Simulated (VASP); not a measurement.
Computed with LDA (Ceperley-Alder, Perdew-Zunger), VASP's LDA PAW potentials (set 64) (plane waves; VASP).

Input for VASP

### INCAR
```
LCHARG = F
PSTRESS = 450
ENCUT = 620
LASPH = T
ISMEAR = 0   ! Gaussian
LWAVE = F
SIGMA = 0.05   ! width (eV)
SYSTEM = BP
IBRION = 2   ! conjugate gradients
ALGO = Normal   ! blocked Davidson
EDIFFG = -0.02
PREC = Accurate
EDIFF = 1E-6   ! SCF stop (eV)
ISIF = 3   ! ions, shape and volume
NELM = 100   ! most electronic steps
LREAL = F   ! projection in real space or not
NSW = 40   ! most ionic steps
```

File POSCAR:
```
BP
1.0
  0.0000000000   2.1475477067   2.1475477067
  2.1475477067   0.0000000000   2.1475477067
  2.1475477067   2.1475477067   0.0000000000
B P
1 1
Direct
  0.0000000000   0.0000000000   0.0000000000
  0.2500000000   0.2500000000   0.2500000000
```

File KPOINTS:
```
Automatic mesh
0
Gamma
11 11 11
0 0 0
```

POTCAR, in this order: B P (LDA.64 set). Program: vasp_std.

Q: What will the output report for the number of irreducible k-points (NKPTS), largest plane-wave count, number of space-group operations, FFT grid (NGX, NGY, NGZ)?

A: 
| Quantity | Result |
|---|---|
| number of irreducible k-points (NKPTS) | 56 |
| largest plane-wave count | 725 |
| number of space-group operations | 24 |
| FFT grid (NGX, NGY, NGZ) | 28 × 28 × 28 |

The compound is BP in the zinc blende structure. This run relaxes it under an external pressure of 45 GPa. Symmetry was kept, so distortions that lower it aren't found.
